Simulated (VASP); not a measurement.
Method: SCAN meta-GGA, VASP's PBE PAW potentials (set 64) (plane waves; VASP).

A VASP calculation is set up with these files.

### INCAR
```
! general
SYSTEM =As
PREC   =Accurate
ENCUT  =520
LREAL  =.FALSE.
LASPH  =.TRUE.   ! aspherical one-centre terms

! electronic loop
EDIFF  =1E-6   ! SCF stop (eV)
NELM   =100
ALGO   =Normal   ! blocked Davidson
LMAXMIX=4   ! l cut-off of mixed one-centre charges
LMIXTAU=.TRUE.

! smearing
ISMEAR =1   ! Methfessel-Paxton
SIGMA  =0.1

! functional
METAGGA=SCAN

! ions
IBRION =2   ! conjugate gradients
NSW    =60
ISIF   =3   ! ions, shape and volume
EDIFFG =-0.01   ! ionic stop

! output
LWAVE  =.FALSE.
LCHARG =.FALSE.
```

File POSCAR:
```
As
1.0
  3.6803640000  -1.8800000000   0.0000000000
  3.6803640000   1.8800000000   0.0000000000
  2.7200240000   0.0000000000   3.1114220000
As
2
Cartesian
  2.2883307040   0.0000000000   0.7062927940
  7.7924212960   0.0000000000   2.4051292060
```

KPOINTS:
```
Automatic
0
Gamma
 11 11 11
```

POTCAR, in this order: As (PBE.64 set). Program: vasp_std.

Problem. What will the output report for the number of irreducible k-points (NKPTS), largest plane-wave count, number of space-group operations, FFT grid (NGX, NGY, NGZ)?

Solution. 
The number of irreducible k-points (NKPTS) comes out as 146, the largest plane-wave count is 1173 and the number of space-group operations is 12. The FFT grid (NGX, NGY, NGZ) comes out as 32 × 32 × 32.

The compound is As in the a7 structure. This run relaxes it. Symmetry was kept, so distortions that lower it aren't found.
